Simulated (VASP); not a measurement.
# How k-mesh and SCF threshold change a VASP run on BN

Aim: find how far the k-mesh and SCF threshold must be pushed for BN, and what that costs. The series runs use LDA. The k-mesh tried: 3 3 1; 4 4 2; 5 5 2; 7 7 3; 9 9 3; 12 12 4; 15 15 5; 19 19 6. The SCF threshold tried: EDIFF = 0.01; EDIFF = 0.001; EDIFF = 1E-04; EDIFF = 1E-05; EDIFF = 1E-06; EDIFF = 1E-08. The start is a cell from a database of measured crystal structures.

Program: VASP 6.6.1. Level of theory: LDA; plane waves and PAW (B, N). Results are calculated unless marked as measured.

The database entry behind the starting cell differs from later determinations by our own check (about 0.3 % short, minor phase), so it need not match the best structure at ambient conditions.

## (1) The starting structure

It takes space group P6_3/mmc (No. 194, hexagonal). Conventional cell: a = 2.498 Å, b = 2.498 Å, c = 6.636 Å, α = 90.00°, β = 90.00°, γ = 120.00°. Nearest to B lie 3 N at 1.44 Å. N has 3 B at 1.44 Å nearest. Farther neighbours and most contacts between anions are not listed.

As a file:

```cif
data_structure
_symmetry_space_group_name_H-M 'P 1'
_symmetry_Int_Tables_number 1
_cell_length_a 2.4982
_cell_length_b 2.4982
_cell_length_c 6.6357
_cell_angle_alpha 90.000
_cell_angle_beta 90.000
_cell_angle_gamma 120.000
_cell_volume 35.87
loop_
_atom_site_label
_atom_site_type_symbol
_atom_site_fract_x
_atom_site_fract_y
_atom_site_fract_z
_atom_site_occupancy
B1 B 0.33333 0.66667 0.25000 1
B2 B 0.66667 0.33333 0.75000 1
N3 N 0.33333 0.66667 0.75000 1
N4 N 0.66667 0.33333 0.25000 1
```

## (2) K-mesh: 3 3 1

The sum over the zone converges with the mesh, fast for insulators and slowly for metals. LDA, the lowest rung, knows the local density alone.

Contents of INCAR:

```
SYSTEM = BN
PREC = Accurate
ENCUT = 520
EDIFF = 1E-06
NELM = 100
ISMEAR = -1
SIGMA = 0.05
LREAL = .FALSE.
ALGO = Normal
GGA = CA
NBANDS = 14
LORBIT = 11
LWAVE = .FALSE.
LCHARG = .FALSE.
NCORE = 4
ISIF = 2
```

Contents of POSCAR:

```
BN
1.0
    2.4982400000      0.0000000000      0.0000000000
   -1.2491200000      2.1635393048      0.0000000000
    0.0000000000      0.0000000000      6.6357000000
B N
2 2
Direct
    0.3333333333      0.6666666667      0.2500000000
    0.6666666667      0.3333333333      0.7500000000
    0.3333333333      0.6666666667      0.7500000000
    0.6666666667      0.3333333333      0.2500000000
```

Contents of KPOINTS:

```
Automatic mesh
0
Gamma
3 3 1
0 0 0
```

Potentials, in the order of the species: B and N (PBE family, release 64).

Command:

```sh
mpirun -np 4 vasp_std
```

Output:

```text
[banner, memory and clock lines left out]
running    4 mpi-ranks, on    1 nodes
 distrk:  each k-point on    4 cores,    1 groups
 distr:  one band on    4 cores,    1 groups

 POSCAR found type information on POSCAR B N
 POSCAR found :  2 types and       4 ions
|                                                                             |
|               ----> ADVICE to this user running VASP <----                  |
|                                                                             |
|     You enforced a specific xc type in the INCAR file but a different       |
|     [... a line on the potential file left out ...]
|     I HOPE YOU KNOW WHAT YOU ARE DOING!                                     |
|                                                                             |

 LDA part: xc-table for (Slater(with rela. corr.)+CA(PZ))
 , standard interpolation
 POSCAR, INCAR and KPOINTS ok, starting setup
 FFT: planning ... GRIDC
 FFT: planning ... GRID_SOFT
 FFT: planning ... GRID
 WAVECAR not read
 entering main loop
       N       E                     dE             d eps       ncg     rms          rms(c)
DAV:   1     0.550712004871E+02    0.55071E+02   -0.85148E+03    84   0.107E+03
DAV:   2    -0.378386749443E+02   -0.92910E+02   -0.83811E+02   122   0.227E+02
DAV:   3    -0.418813244873E+02   -0.40426E+01   -0.40187E+01   102   0.498E+01
DAV:   4    -0.419173348087E+02   -0.36010E-01   -0.35976E-01   102   0.541E+00
DAV:   5    -0.419177598591E+02   -0.42505E-03   -0.42496E-03   108   0.548E-01    0.112E+01
DAV:   6    -0.385241853548E+02    0.33936E+01   -0.66619E+00   102   0.200E+01    0.509E+00
DAV:   7    -0.381609635715E+02    0.36322E+00   -0.60096E-01   108   0.610E+00    0.308E+00
DAV:   8    -0.380540620508E+02    0.10690E+00   -0.30772E-01    96   0.381E+00    0.428E-01
DAV:   9    -0.380501442505E+02    0.39178E-02   -0.17168E-02    96   0.103E+00    0.200E-01
DAV:  10    -0.380501487369E+02   -0.44865E-05   -0.52323E-04   108   0.219E-01    0.262E-02
DAV:  11    -0.380501619630E+02   -0.13226E-04   -0.15396E-05   102   0.319E-02    0.188E-02
DAV:  12    -0.380501629928E+02   -0.10298E-05   -0.50865E-06    84   0.160E-02    0.120E-03
DAV:  13    -0.380501629725E+02    0.20303E-07   -0.28792E-07    66   0.472E-03
   1 F= -.38050163E+02 E0= -.38050163E+02  d E =-.758203E-10
```

Run time: 1.4 s. Hardware: 4 MPI ranks of Intel Xeon Platinum 8488C (Sapphire Rapids), shared host; peak memory 0.39 GiB.

The logs omit lines about the potential files and the build; timing stands in the text.

Parts of OUTCAR (step 2):

```text
ion  position               nearest neighbor table
   1  0.333  0.667  0.250-   4 1.44   4 1.44   4 1.44
   2  0.667  0.333  0.750-   3 1.44   3 1.44   3 1.44
   3  0.333  0.667  0.750-   2 1.44   2 1.44   2 1.44
   4  0.667  0.333  0.250-   1 1.44   1 1.44   1 1.44

  LATTYP: Found a hexagonal cell.
 ALAT       =     2.4982400000
 C/A-ratio  =     2.6561499296

 Subroutine GETGRP returns: Found 24 space group operations
 (whereof 12 operations were pure point group operations)

The static configuration has the point symmetry D_3d.
 The point group associated with its full space group is D_6h.

 Found      3 irreducible k-points:

   k-points           NKPTS =      3   k-points in BZ     NKDIM =      3   number of bands    NBANDS=     14

   dimension x,y,z NGX =    20 NGY =   20 NGZ =   50
   dimension x,y,z NGXF=    40 NGYF=   40 NGZF=  100

   ENCUT  =  520.0 eV  38.22 Ry    6.18 a.u.   4.65  4.65 12.34*2*pi/ulx,y,z

   NELECT =      16.0000    total number of electrons

 k-points in reciprocal lattice and weights: Automatic mesh
   0.00000000  0.00000000  0.00000000       0.111
   0.33333333  0.00000000  0.00000000       0.667
   0.33333333  0.33333333  0.00000000       0.222

 average (electrostatic) potential at core
       1 -28.8943       2 -28.8943       3 -64.6607       4 -64.6607

 E-fermi :   3.1873

 k-point     1 :       0.0000    0.0000    0.0000
  band No.  band energies     occupation
    ...
      4      -2.0643      2.00000
      5       0.7928      2.00000
      6       0.7928      2.00000
      7       0.8308      2.00000
      8       0.8308      2.00000
      9       6.9867      0.00000
     10      12.1510      0.00000
     11      13.5863      0.00000
     12      13.5863      0.00000
     13      13.7150      0.00000
    ...

 k-point     2 :       0.3333    0.0000    0.0000
  band No.  band energies     occupation
    ...
      4      -4.6706      2.00000
      5      -1.4952      2.00000
      6      -1.4414      2.00000
      7      -1.4319      2.00000
      8       0.3874      2.00000
      9       8.8234      0.00000
     10       9.7046      0.00000
     11       9.9881      0.00000
     12      12.3701      0.00000
     13      13.4900      0.00000
    ...

 k-point     3 :       0.3333    0.3333    0.0000
  band No.  band energies     occupation
    ...
      4      -5.8068      2.00000
      5      -4.9500      2.00000
      6      -4.9500      2.00000
      7       2.0181      2.00000
      8       2.0181      2.00000
      9       6.8013      0.00000
     10       6.8013      0.00000
     11      12.4191      0.00000
     12      15.1155      0.00000
     13      15.1155      0.00000
    ...

  Total       -0.6804734     -0.6804734      0.3762052      0.0000000     -0.0000000     -0.0000000
  in kB      -30.3973745    -30.3973745     16.8054326      0.0000000     -0.0000000     -0.0000000
  external PRESSURE =     -14.6631055 kB  Pullay stress =       0.0000000 kB

  energy-cutoff  :      520.00
  volume of cell :       35.87
      direct lattice vectors                 reciprocal lattice vectors
     2.498240000  0.000000000  0.000000000     0.400281798  0.231102804  0.000000000
    -1.249120000  2.163539305  0.000000000     0.000000000  0.462205608  0.000000000
     0.000000000  0.000000000  6.635700000     0.000000000  0.000000000  0.150700002

 POSITION                                       TOTAL-FORCE (eV/Angst)
 -----------------------------------------------------------------------------------
     -0.00000      1.44236      1.65892         0.000000     -0.000000      0.000000
      1.24912      0.72118      4.97677        -0.000000      0.000000      0.000000
     -0.00000      1.44236      4.97677        -0.000000      0.000000      0.000000
      1.24912      0.72118      1.65892         0.000000     -0.000000      0.000000
 -----------------------------------------------------------------------------------
    total drift:                                0.000000     -0.000000      0.000000

  FREE ENERGIE OF THE ION-ELECTRON SYSTEM (eV)
  ---------------------------------------------------
  free  energy   TOTEN  =       -38.0501629725 eV

  energy  without entropy=      -38.0501629724  energy(sigma->0) =      -38.05016297

 total charge
# of ion       s       p       d       tot
------------------------------------------
    1        0.724   1.448   0.000   2.172
    2        0.724   1.448   0.000   2.172
    3        1.203   2.814   0.000   4.016
    4        1.203   2.814   0.000   4.016
--------------------------------------------------
tot          3.853   8.523   0.000  12.377
```

The gap is read on the k-mesh alone, so it is an upper bound where the band edges lie off the mesh. The PAW data sets were made with PBE, though LDA sets exist; this is a small mismatch.

Numbers from this step:

| Item | Value |
| --- | --- |
| electronic steps | 13 |
| electrons | 16 |
| bands | 14 |
| irreducible k points | 3 |
| symmetry operations | 24 |
| free energy (TOTEN) | -38.05 eV |
| Fermi energy | 3.187 eV |
| pressure | -1.466 GPa |
| metallic | no |
| valence top at k | 0.3333, 0.3333, 0 |
| conduction bottom at k | 0.3333, 0.3333, 0 |
| least direct gap at k | 0.3333, 0.3333, 0 |
| gap on the k-mesh | 4.783 eV |
| least direct gap on the k-mesh | 4.783 eV |

The series starts at -9.5125 eV an atom and -1.47 GPa, after 13 cycles in 1.4 s.

## (3) K-mesh: 4 4 2

INCAR, as its differences from that of step 2:

```diff
@@ -14,3 +14,3 @@
 LCHARG = .FALSE.
-NCORE = 4
+KPAR = 4
 ISIF = 2
```

POSCAR is that of step 2.

Contents of KPOINTS:

```
Automatic mesh
0
Gamma
4 4 2
0 0 0
```

Command:

```sh
mpirun -np 4 vasp_std
```

Output:

```text
[banner, memory and clock lines left out]
running    4 mpi-ranks, on    1 nodes
[...]
[... a notice as in an earlier step ...]

 LDA part: xc-table for (Slater(with rela. corr.)+CA(PZ))
 , standard interpolation
 POSCAR, INCAR and KPOINTS ok, starting setup
[...]
entering main loop
       N       E                     dE             d eps       ncg     rms          rms(c)
DAV:   1     0.574124907422E+02    0.57412E+02   -0.82736E+03   224   0.106E+03
DAV:   2    -0.377411992174E+02   -0.95154E+02   -0.84242E+02   300   0.240E+02
DAV:   3    -0.420021578064E+02   -0.42610E+01   -0.42363E+01   308   0.530E+01
DAV:   4    -0.420369680192E+02   -0.34810E-01   -0.34802E-01   260   0.522E+00
[...]
DAV:  10    -0.383048592692E+02    0.34020E-04   -0.60365E-04   254   0.227E-01    0.240E-02
DAV:  11    -0.383048727749E+02   -0.13506E-04   -0.25388E-05   266   0.423E-02    0.172E-02
DAV:  12    -0.383048728114E+02   -0.36511E-07   -0.67454E-06   248   0.195E-02
   1 F= -.38304873E+02 E0= -.38304873E+02  d E =-.347342E-10
```

Elapsed: 1.8 s, on 4 MPI ranks; peak memory 0.46 GiB; 4.1 s of CPU time.

OUTCAR, selected parts (step 3):

```text
  Total       -0.6554789     -0.6554789     -0.1214497      0.0000000     -0.0000000      0.0000000
  in kB      -29.2808435    -29.2808435     -5.4252694      0.0000000     -0.0000000      0.0000000
  external PRESSURE =     -21.3289855 kB  Pullay stress =       0.0000000 kB

 POSITION                                       TOTAL-FORCE (eV/Angst)
 -----------------------------------------------------------------------------------
     -0.00000      1.44236      1.65892         0.000000      0.000000      0.000000
      1.24912      0.72118      4.97677         0.000000     -0.000000      0.000000
     -0.00000      1.44236      4.97677        -0.000000     -0.000000      0.000000
      1.24912      0.72118      1.65892         0.000000      0.000000      0.000000
 -----------------------------------------------------------------------------------
    total drift:                                0.000000     -0.000000      0.000000

  FREE ENERGIE OF THE ION-ELECTRON SYSTEM (eV)
  ---------------------------------------------------
  free  energy   TOTEN  =       -38.3048728114 eV

  energy  without entropy=      -38.3048728114  energy(sigma->0) =      -38.30487281

[... 1 part as in an earlier step ...]

[... 2 further parts left out ...]
[key lines of the parts left out:]
E-fermi :   2.7616
```

Against the run before the energy moves by -63.68 meV an atom and the pressure by -0.67 GPa, after 12 cycles in 1.8 s.

## (4) K-mesh: 5 5 2

INCAR is that of step 3.

POSCAR is that of step 3.

Contents of KPOINTS:

```
Automatic mesh
0
Gamma
5 5 2
0 0 0
```

Command:

```sh
mpirun -np 4 vasp_std
```

Output:

```text
[... set-up lines as in an earlier step ...]
 entering main loop
       N       E                     dE             d eps       ncg     rms          rms(c)
DAV:   1     0.574502559200E+02    0.57450E+02   -0.82795E+03   280   0.106E+03
DAV:   2    -0.379092966599E+02   -0.95360E+02   -0.85995E+02   418   0.244E+02
DAV:   3    -0.420210592468E+02   -0.41118E+01   -0.40771E+01   358   0.495E+01
DAV:   4    -0.420551583067E+02   -0.34099E-01   -0.34083E-01   334   0.501E+00
[...]
DAV:  10    -0.383252759674E+02    0.28174E-04   -0.61104E-04   340   0.220E-01    0.244E-02
DAV:  11    -0.383252880966E+02   -0.12129E-04   -0.32168E-05   322   0.470E-02    0.176E-02
DAV:  12    -0.383252881370E+02   -0.40411E-07   -0.73129E-06   322   0.207E-02
   1 F= -.38325288E+02 E0= -.38325288E+02  d E =-.846489E-10
```

It took 2.2 s on 4 MPI ranks; peak memory 0.48 GiB.

Parts of OUTCAR (step 4):

```text
  Total       -0.5873978     -0.5873978     -0.1700901     -0.0000000      0.0000000      0.0000000
  in kB      -26.2395994    -26.2395994     -7.5980791     -0.0000000      0.0000000      0.0000000
  external PRESSURE =     -20.0257593 kB  Pullay stress =       0.0000000 kB

 POSITION                                       TOTAL-FORCE (eV/Angst)
 -----------------------------------------------------------------------------------
     -0.00000      1.44236      1.65892         0.000000      0.000000      0.000000
      1.24912      0.72118      4.97677        -0.000000     -0.000000      0.000000
     -0.00000      1.44236      4.97677        -0.000000      0.000000      0.000000
      1.24912      0.72118      1.65892         0.000000     -0.000000      0.000000
 -----------------------------------------------------------------------------------
    total drift:                                0.000000     -0.000000      0.000000

  FREE ENERGIE OF THE ION-ELECTRON SYSTEM (eV)
  ---------------------------------------------------
  free  energy   TOTEN  =       -38.3252881370 eV

  energy  without entropy=      -38.3252881370  energy(sigma->0) =      -38.32528814

[... 1 part as in an earlier step ...]

[... 2 further parts left out ...]
[key lines of the parts left out:]
E-fermi :   3.0531
```

Against the run before the energy moves by -5.10 meV an atom and the pressure by +0.13 GPa, after 12 cycles in 2.2 s.

## (5) K-mesh: 7 7 3

INCAR is that of step 4.

POSCAR is that of step 4.

Contents of KPOINTS:

```
Automatic mesh
0
Gamma
7 7 3
0 0 0
```

Command:

```sh
mpirun -np 4 vasp_std
```

Output:

```text
[... set-up lines as in an earlier step ...]
 entering main loop
       N       E                     dE             d eps       ncg     rms          rms(c)
DAV:   1     0.581122747749E+02    0.58112E+02   -0.82029E+03   448   0.106E+03
DAV:   2    -0.379081197186E+02   -0.96020E+02   -0.88772E+02   632   0.242E+02
DAV:   3    -0.420258743034E+02   -0.41178E+01   -0.41049E+01   586   0.525E+01
DAV:   4    -0.420597525017E+02   -0.33878E-01   -0.33871E-01   526   0.521E+00
[...]
DAV:  10    -0.383394891769E+02    0.30083E-04   -0.66850E-04   526   0.234E-01    0.235E-02
DAV:  11    -0.383395024003E+02   -0.13223E-04   -0.25699E-05   556   0.427E-02    0.166E-02
DAV:  12    -0.383395029293E+02   -0.52906E-06   -0.60911E-06   490   0.184E-02
   1 F= -.38339503E+02 E0= -.38339503E+02  d E =-.864770E-10
```

Elapsed: 2.2 s, on 4 MPI ranks; peak memory 0.48 GiB; 5.9 s of CPU time.

Parts of OUTCAR (step 5):

```text
  Total       -0.6102405     -0.6102405     -0.1594935      0.0000000      0.0000000      0.0000000
  in kB      -27.2600023    -27.2600023     -7.1247226      0.0000000      0.0000000      0.0000000
  external PRESSURE =     -20.5482424 kB  Pullay stress =       0.0000000 kB

  FREE ENERGIE OF THE ION-ELECTRON SYSTEM (eV)
  ---------------------------------------------------
  free  energy   TOTEN  =       -38.3395029293 eV

  energy  without entropy=      -38.3395029292  energy(sigma->0) =      -38.33950293

[... 2 parts as in an earlier step ...]

[... 2 further parts left out ...]
[key lines of the parts left out:]
E-fermi :   3.0596
```

Against the run before the energy moves by -3.55 meV an atom and the pressure by -0.05 GPa, after 12 cycles in 2.2 s.

## (6) K-mesh: 9 9 3

INCAR is that of step 5.

POSCAR is that of step 5.

Contents of KPOINTS:

```
Automatic mesh
0
Gamma
9 9 3
0 0 0
```

Command:

```sh
mpirun -np 4 vasp_std
```

Output:

```text
[... set-up lines as in an earlier step ...]
 entering main loop
       N       E                     dE             d eps       ncg     rms          rms(c)
DAV:   1     0.507591384519E+02    0.50759E+02   -0.82108E+03   680   0.106E+03
DAV:   2    -0.381998862010E+02   -0.88959E+02   -0.79126E+02   970   0.242E+02
DAV:   3    -0.420282590520E+02   -0.38284E+01   -0.37964E+01   894   0.494E+01
DAV:   4    -0.420599650263E+02   -0.31706E-01   -0.31702E-01   780   0.506E+00
[...]
DAV:  10    -0.383400246437E+02    0.29802E-04   -0.60833E-04   834   0.227E-01    0.235E-02
DAV:  11    -0.383400373672E+02   -0.12723E-04   -0.26944E-05   786   0.433E-02    0.170E-02
DAV:  12    -0.383400376042E+02   -0.23707E-06   -0.64942E-06   804   0.193E-02
   1 F= -.38340038E+02 E0= -.38340038E+02  d E =-.137973E-10
```

Wall time 2.8 s (4 MPI ranks); peak memory 0.49 GiB.

Parts of OUTCAR (step 6):

```text
  Total       -0.6100013     -0.6100013     -0.1591795      0.0000000      0.0000000      0.0000000
  in kB      -27.2493196    -27.2493196     -7.1106956      0.0000000      0.0000000      0.0000000
  external PRESSURE =     -20.5364450 kB  Pullay stress =       0.0000000 kB

 POSITION                                       TOTAL-FORCE (eV/Angst)
 -----------------------------------------------------------------------------------
     -0.00000      1.44236      1.65892        -0.000000     -0.000000      0.000000
      1.24912      0.72118      4.97677         0.000000      0.000000      0.000000
     -0.00000      1.44236      4.97677        -0.000000      0.000000      0.000000
      1.24912      0.72118      1.65892         0.000000      0.000000      0.000000
 -----------------------------------------------------------------------------------
    total drift:                                0.000000     -0.000000      0.000000

  FREE ENERGIE OF THE ION-ELECTRON SYSTEM (eV)
  ---------------------------------------------------
  free  energy   TOTEN  =       -38.3400376042 eV

  energy  without entropy=      -38.3400376042  energy(sigma->0) =      -38.34003760

[... 1 part as in an earlier step ...]

[... 2 further parts left out ...]
[key lines of the parts left out:]
E-fermi :   3.1504
```

Against the run before the energy moves by -0.13 meV an atom while the pressure stays within 0.01 GPa, after 12 cycles in 2.8 s.

(Continued in part 2 of 3.)

[Lines on the potential files, build, host, timing and source positions are cut from VASP's logs without a mark.]

[Logs are printed without paths, hosts, clocks, repeated set-up lines and the standing remarks that a program may print on its own settings, such as how far it seeks lower states.]

[Hosts, paths, dates, database ids (printed as entryN), source tags and the programs' standing remarks are cut or masked in the printed files.]

[A measured line is paired with the nearest computed mode of its activity, which favours agreement.]
